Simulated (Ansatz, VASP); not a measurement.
# PtS2 in two plane-wave programs, part 2 of 2

One calculation is typed for both programs; each brings its own data sets. How far apart do they land? The cell is taken from a series of runs on this material, whose earlier steps may have relaxed, scaled, displaced or heated it; both programs get it as it stands.

VASP 6.6.1 and Ansatz 0.2.0.

So far: The structure; Ansatz: zone-centre phonons, PBEsol with D3(BJ).

**3. VASP: zone-centre phonons, PBEsol with D3(BJ)**

Level of this step: PBEsol with D3(BJ); plane waves and PAW (S, Pt) (VASP).

The same cell, functional, mesh and smearing now go to VASP, with its own data sets.

Lines of VASP's logs that name or quote its potential files are left out, and so is its time.

The input, INCAR:

```
SYSTEM = PtS2
PREC = Accurate
ENCUT = 500
EDIFF = 1E-08
NELM = 120
ISMEAR = 1
SIGMA = 0.2
LREAL = .FALSE.
ALGO = Normal
GGA = PS
IVDW = 12
NBANDS = 17
LASPH = .TRUE.
LORBIT = 11
LWAVE = .FALSE.
LCHARG = .FALSE.
ISIF = 2
IBRION = 6
NFREE = 2
POTIM = 0.015
NSW = 1
GGA_COMPAT = .FALSE.
KPAR = 2
```

The input, POSCAR:

```
PtS2
1.0
    3.5506282067      0.0000000000      0.0000000000
   -1.7753141033      3.0749342264      0.0000000000
    0.0000000000      0.0000000000      4.3169796216
S Pt
2 1
Direct
    0.3333333333      0.6666666667      0.2749930786
    0.6666666667      0.3333333333      0.7250069214
    0.0000000000      0.0000000000      0.0000000000
```

The input, KPOINTS:

```
Automatic mesh
0
Gamma
15 15 12
0 0 0
```

The projector-augmented-wave data sets are S and Pt (PBE family, release 64).

On the command line:

```
$ mpirun -np 2 vasp_std
```

Numbers of over 12 decimals in the logs are rounded to 6 here.

The log of the run:

```text
[banner, memory and clock lines left out]
running    2 mpi-ranks, on    1 nodes
 distrk:  each k-point on    1 cores,    2 groups
 distr:  one band on    1 cores,    1 groups

 POSCAR found type information on POSCAR S Pt
 POSCAR found :  2 types and       3 ions
|                                                                             |
|               ----> ADVICE to this user running VASP <----                  |
|                                                                             |
|     You enforced a specific xc type in the INCAR file but a different       |
|     [... a line on the potential file left out ...]
|     I HOPE YOU KNOW WHAT YOU ARE DOING!                                     |
|                                                                             |

 LDA part: xc-table for (Slater+PW92), standard interpolation
 POSCAR, INCAR and KPOINTS ok, starting setup
 FFT: planning ... GRIDC
 FFT: planning ... GRID_SOFT
 FFT: planning ... GRID
 WAVECAR not read
 entering main loop
       N       E                     dE             d eps       ncg     rms          rms(c)
DAV:   1     0.107799584646E+03    0.10780E+03   -0.10422E+04  9800   0.114E+03
DAV:   2    -0.134622466051E+02   -0.12126E+03   -0.11788E+03 12049   0.231E+02
DAV:   3    -0.181103361117E+02   -0.46481E+01   -0.46174E+01 12303   0.463E+01
DAV:   4    -0.181518226424E+02   -0.41487E-01   -0.41462E-01 12748   0.487E+00
DAV:   5    -0.181523279519E+02   -0.50531E-03   -0.50526E-03 12606   0.518E-01    0.200E+01
DAV:   6    -0.171676930484E+02    0.98463E+00   -0.66465E+00  9850   0.243E+01    0.132E+01
DAV:   7    -0.169464008924E+02    0.22129E+00   -0.11829E+00  9855   0.112E+01    0.612E+00
DAV:   8    -0.169181902608E+02    0.28211E-01   -0.66901E-02 11224   0.199E+00    0.128E+00
DAV:   9    -0.169148684101E+02    0.33219E-02   -0.84920E-03 11645   0.903E-01    0.234E-01
DAV:  10    -0.169149060344E+02   -0.37624E-04   -0.11239E-03 11522   0.233E-01    0.898E-02
DAV:  11    -0.169149184537E+02   -0.12419E-04   -0.42997E-05 12918   0.605E-02    0.336E-02
DAV:  12    -0.169149173103E+02    0.11434E-05   -0.89730E-06 11319   0.296E-02    0.814E-03
DAV:  13    -0.169149176464E+02   -0.33603E-06   -0.91134E-07 12253   0.708E-03    0.341E-03
DAV:  14    -0.169149176695E+02   -0.23137E-07   -0.55900E-08 11758   0.163E-03    0.171E-03
DAV:  15    -0.169149176439E+02    0.25600E-07   -0.16320E-08  7961   0.106E-03    0.240E-04
DAV:  16    -0.169149176311E+02    0.12805E-07   -0.33384E-09  5340   0.383E-04    0.112E-04
DAV:  17    -0.169149176287E+02    0.23774E-08   -0.31889E-10  5235   0.139E-04
   1 F= -.18184681E+02 E0= -.18185216E+02  d E =0.160538E-02
[... from here on, the cycles between the ionic steps are left out ...]
   2 F= -.18183555E+02 E0= -.18184090E+02  d E =0.160503E-02
   3 F= -.18183555E+02 E0= -.18184090E+02  d E =0.160502E-02
   4 F= -.18182803E+02 E0= -.18183345E+02  d E =0.162445E-02
   5 F= -.18183782E+02 E0= -.18184306E+02  d E =0.157296E-02
   6 F= -.18182584E+02 E0= -.18183122E+02  d E =0.161294E-02
   7 F= -.18182584E+02 E0= -.18183122E+02  d E =0.161293E-02
   8 F= -.18182519E+02 E0= -.18183055E+02  d E =0.160818E-02
 Finite differences progress:
  Degree of freedom:   4/  4
  Displacement:        1/  2
  Total:               7/  8
 bond charge predicted
       N       E                     dE             d eps       ncg     rms          rms(c)
DAV:   1    -0.169075466058E+02    0.52089E-02   -0.47939E+00  9666   0.115E+01    0.558E-01
DAV:   2    -0.169137210646E+02   -0.61745E-02   -0.65450E-02 11608   0.184E+00    0.237E-01
DAV:   3    -0.169129929654E+02    0.72810E-03   -0.16810E-03 12206   0.266E-01    0.138E-01
DAV:   4    -0.169127575880E+02    0.23538E-03   -0.10661E-03 10942   0.173E-01    0.366E-02
DAV:   5    -0.169127578461E+02   -0.25809E-06   -0.30176E-05 11788   0.386E-02    0.139E-02
DAV:   6    -0.169127555700E+02    0.22761E-05   -0.80870E-06 11647   0.192E-02    0.596E-03
DAV:   7    -0.169127555770E+02   -0.69670E-08   -0.22108E-06 12124   0.922E-03    0.328E-03
DAV:   8    -0.169127555153E+02    0.61685E-07   -0.48735E-07 10584   0.405E-03    0.708E-04
DAV:   9    -0.169127555159E+02   -0.53615E-09   -0.11986E-08  7861   0.799E-04
   9 F= -.18182519E+02 E0= -.18183055E+02  d E =0.160818E-02
 Finite differences progress:
  Degree of freedom:   4/  4
  Displacement:        2/  2
  Total:               8/  8
```

Parts of OUTCAR (step 3):

```text
ion  position               nearest neighbor table
   1  0.333  0.667  0.275-   3 2.37   3 2.37   3 2.37
   2  0.667  0.333  0.725-   3 2.37   3 2.37   3 2.37
   3  0.000  0.000  0.000-   1 2.37   2 2.37   1 2.37   2 2.37   2 2.37   1 2.37

  LATTYP: Found a hexagonal cell.
 ALAT       =     3.5506282067
 C/A-ratio  =     1.2158354438

 Subroutine GETGRP returns: Found 12 space group operations
 (whereof 12 operations were pure point group operations)

The static configuration has the point symmetry D_3d.

 Found    284 irreducible k-points:

   k-points           NKPTS =    284   k-points in BZ     NKDIM =    284   number of bands    NBANDS=     17

   dimension x,y,z NGX =    28 NGY =   28 NGZ =   32
   dimension x,y,z NGXF=    56 NGYF=   56 NGZF=   64

   ENCUT  =  500.0 eV  36.75 Ry    6.06 a.u.   6.47  6.47  7.87*2*pi/ulx,y,z

   NELECT =      22.0000    total number of electrons

 k-points in reciprocal lattice and weights: Automatic mesh
   0.00000000  0.00000000  0.00000000       0.000
   0.06666667  0.00000000  0.00000000       0.002
   0.13333333  0.00000000  0.00000000       0.002
   0.20000000  0.00000000  0.00000000       0.002
   0.26666667  0.00000000  0.00000000       0.002
   0.33333333  0.00000000  0.00000000       0.002
   0.40000000  0.00000000  0.00000000       0.002
   0.46666667 -0.00000000  0.00000000       0.002
   0.06666667  0.06666667  0.00000000       0.002
[...]
0.33333333  0.26666667  0.50000000       0.004
   0.33333333  0.33333333  0.50000000       0.001

 Edisp (eV)   -1.26976

 average (electrostatic) potential at core
       1 -83.6016       2 -83.6394       3 -66.1234

 E-fermi :   9.2318

 k-point     1 :       0.0000    0.0000    0.0000
  band No.  band energies     occupation
    ...
      6       4.8436      2.00000
      7       4.8436      2.00000
      8       6.7135      2.00000
      9       7.6132      2.00000
     10       7.6132      2.00000
     11       9.7163     -0.00325
     12       9.9750     -0.00000
     13       9.9750     -0.00000
     14      12.1224     -0.00000
     15      14.5726      0.00000
    ...

 k-point     2 :       0.0667    0.0000    0.0000
  band No.  band energies     occupation
    ...
      7       4.7965      2.00000
      8       6.5310      2.00000
      9       7.4983      2.00000
     10       7.5416      2.00000
     11       9.1213      1.79539
     12      10.0615     -0.00000
     13      10.4823     -0.00000
     14      12.4490     -0.00000
     15      14.8048      0.00000
     16      16.2701      0.00000
    ...

 k-point     3 :       0.1333    0.0000    0.0000
  band No.  band energies     occupation
    ...
      7       4.6753      2.00000
      8       6.0493      2.00000
      9       7.2784      2.00000
     10       7.3343      2.00000
     11       8.5077      2.00000
     12      10.3087     -0.00000
     13      10.8650     -0.00000
     14      13.2214     -0.00000
     15      15.3018      0.00000
     16      16.1313      0.00000
    ...

 Edisp (eV)   -1.26976

  Total       0.41476     0.41476     0.47770     0.00000    -0.00000    -0.00000
  in kB      14.09885    14.09885    16.23852     0.00000    -0.00000    -0.00000
  external pressure =       14.81 kB  Pullay stress =        0.00 kB

  energy-cutoff  :      500.00
  volume of cell :       47.13
      direct lattice vectors                 reciprocal lattice vectors
     3.550628207  0.000000000  0.000000000     0.281640302  0.162605104  0.000000000
    -1.775314103  3.074934226  0.000000000     0.000000000  0.325210208  0.000000000
     0.000000000  0.000000000  4.316979622     0.000000000  0.000000000  0.231643438

 POSITION                                       TOTAL-FORCE (eV/Angst)
 -----------------------------------------------------------------------------------
     -0.00000      2.04996      1.18714        -0.000000      0.000000     -0.175272
      1.77531      1.02498      3.12984         0.000000     -0.000000     -0.112962
      0.00000      0.00000     -0.01500         0.000000     -0.000000      0.288233
 -----------------------------------------------------------------------------------
    total drift:                                0.000000     -0.000000     -0.000025

  FREE ENERGIE OF THE ION-ELECTRON SYSTEM (eV)
  ---------------------------------------------------
  free  energy   TOTEN  =       -18.1825191826 eV

  energy  without entropy=      -18.1841273606  energy(sigma->0) =      -18.18305524

 Eigenvectors and eigenvalues of the dynamical matrix
 ----------------------------------------------------

   1 f  =   10.714982 THz    67.324214 2PiTHz  357.413311 cm-1    44.313583 meV
             X         Y         Z           dx          dy          dz
     -0.000000  2.049956  1.187140    -0.000000   -0.000000   -0.707107
      1.775314  1.024978  3.129840     0.000000   -0.000000    0.707107
      0.000000  0.000000  0.000000    -0.000000    0.000000    0.000000

   2 f  =    9.865110 THz    61.984314 2PiTHz  329.064647 cm-1    40.798798 meV
             X         Y         Z           dx          dy          dz
     -0.000000  2.049956  1.187140     0.000000   -0.000000   -0.613444
      1.775314  1.024978  3.129840     0.000000   -0.000000   -0.613444
      0.000000  0.000000  0.000000    -0.000000    0.000000    0.497366

   3 f  =    9.716188 THz    61.048613 2PiTHz  324.097161 cm-1    40.182909 meV
             X         Y         Z           dx          dy          dz
     -0.000000  2.049956  1.187140    -0.415112   -0.451584    0.000000
      1.775314  1.024978  3.129840    -0.415112   -0.451584    0.000000
      0.000000  0.000000  0.000000     0.336685    0.366266   -0.000000

   4 f  =    9.716188 THz    61.048613 2PiTHz  324.097161 cm-1    40.182909 meV
             X         Y         Z           dx          dy          dz
     -0.000000  2.049956  1.187140     0.451584   -0.415112    0.000000
      1.775314  1.024978  3.129840     0.451584   -0.415112    0.000000
      0.000000  0.000000  0.000000    -0.366266    0.336685   -0.000000

   5 f  =    9.029295 THz    56.732735 2PiTHz  301.184867 cm-1    37.342148 meV
             X         Y         Z           dx          dy          dz
     -0.000000  2.049956  1.187140    -0.478529   -0.520586    0.000000
      1.775314  1.024978  3.129840     0.478529    0.520586   -0.000000
      0.000000  0.000000  0.000000     0.000000   -0.000000    0.000000

   6 f  =    9.029295 THz    56.732735 2PiTHz  301.184867 cm-1    37.342148 meV
             X         Y         Z           dx          dy          dz
     -0.000000  2.049956  1.187140    -0.520586    0.478529    0.000000
      1.775314  1.024978  3.129840     0.520586   -0.478529   -0.000000
      0.000000  0.000000  0.000000     0.000000    0.000000   -0.000000

   7 f/i=    0.000444 THz     0.002789 2PiTHz    0.014805 cm-1     0.001836 meV
             X         Y         Z           dx          dy          dz
     -0.000000  2.049956  1.187140    -0.000000   -0.000000    0.351691
      1.775314  1.024978  3.129840    -0.000000   -0.000000    0.351691
      0.000000  0.000000  0.000000    -0.000000   -0.000000    0.867541

   8 f/i=    0.001089 THz     0.006843 2PiTHz    0.036329 cm-1     0.004504 meV
             X         Y         Z           dx          dy          dz
     -0.000000  2.049956  1.187140    -0.344678   -0.070366   -0.000000
      1.775314  1.024978  3.129840    -0.344678   -0.070366   -0.000000
      0.000000  0.000000  0.000000    -0.849932   -0.173513   -0.000000

   9 f/i=    0.001089 THz     0.006843 2PiTHz    0.036329 cm-1     0.004504 meV
             X         Y         Z           dx          dy          dz
     -0.000000  2.049956  1.187140     0.070366   -0.344678   -0.000000
      1.775314  1.024978  3.129840     0.070366   -0.344678   -0.000000
      0.000000  0.000000  0.000000     0.173513   -0.849932   -0.000000

 ELASTIC MODULI CONTR FROM IONIC RELAXATION (kBar)
 Direction    XX          YY          ZZ          XY          YZ          ZX
 --------------------------------------------------------------------------------
 XX        -770.1900   -457.9574   -616.9098     -0.0000    284.5307      0.0000
 YY        -457.9574   -770.1900   -616.9098     -0.0000   -284.5307     -0.0000
 ZZ        -616.9098   -616.9098   -619.7590     -0.0000     -0.0000      0.0000
 XY          -0.0000     -0.0000     -0.0000   -156.1163     -0.0000    284.5320
 YZ         284.5307   -284.5307     -0.0000     -0.0000   -518.5730     -0.0000
 ZX           0.0000     -0.0000      0.0000    284.5320     -0.0000   -518.5779
 --------------------------------------------------------------------------------

 total charge
# of ion       s       p       d       tot
------------------------------------------
    1        1.363   2.245   0.000   3.608
    2        1.363   2.245   0.000   3.608
    3        0.713   0.815   8.037   9.564
--------------------------------------------------
tot          3.439   5.304   8.037  16.779

[... 3 further parts left out ...]
```

CONTCAR:

```
PtS2
   1.00000000000000
     3.5506282066999999    0.0000000000000000    0.0000000000000000
    -1.7753141032999999    3.0749342263999999    0.0000000000000000
     0.0000000000000000    0.0000000000000000    4.3169796215999998
  S               Pt
     2     1
Direct
     0.3333333332999970    0.6666666667000030    0.2749930785999979
     0.6666666667000030    0.3333333332999970    0.7250069214000021
     0.0000000000000000    0.0000000000000000   -0.0034746515654018
```

Levels, forces or a CONTCAR printed for this step are those of its last displaced cell, not of the structure at rest.

**4. Differences**

Known differences besides the potentials themselves: the data sets hold 30 valence electrons in Ansatz (on its PAW soft_1 files) and 22 in VASP; the cutoff is 420 eV in Ansatz and 500 eV in VASP; Ansatz makes its cores anew for this functional, VASP keeps those of its PBE data sets; Ansatz takes the dispersion share of the force constants at frozen C6 weights, VASP differentiates the full forces; VASP uses finite displacements, Ansatz perturbation theory. Total energies have different zeros and are not compared.

Compared:

| quantity | Ansatz | VASP | difference |
| --- | --- | --- | --- |
| optical mode 1 to 2 (cm⁻¹) | 301.1 | 301.2 | -0.03 % |
| optical mode 3 to 4 (cm⁻¹) | 323.8 | 324.1 | -0.08 % |
| optical mode 5 (cm⁻¹) | 328.2 | 329.1 | -0.25 % |
| optical mode 6 (cm⁻¹) | 357.5 | 357.4 | +0.03 % |

Modes are paired by rising frequency, not by their patterns, so a pair may set unlike modes beside each other; they are those without the splitting of longitudinal modes.

**5. Results**

```yaml
r_m_s_difference_of_the_optical_zone_centre_modes_each_program_s_sorted_by_frequency_zone_centre_phonons_pbesol_with_d3_bj: 0.38 cm⁻¹
```

**Reading.** The r.m.s. difference of the optical zone-centre modes, each program's sorted by frequency is 0.38 cm⁻¹ (zone-centre phonons, PBEsol with D3(BJ)). The data sets hold unlike numbers of valence electrons (30 in Ansatz and 22 in VASP), so part of the differences comes from the potentials. How closely two codes agree says nothing of how well the functional describes the real material.

[Lines on the potential files, build, host, timing and source positions are cut from VASP's logs without a mark.]

[Logs are printed without paths, hosts, clocks, repeated set-up lines and the standing remarks that a program may print on its own settings, such as how far it seeks lower states.]

[Hosts, paths, dates, database ids (printed as entryN), source tags and the programs' standing remarks are cut or masked in the printed files.]
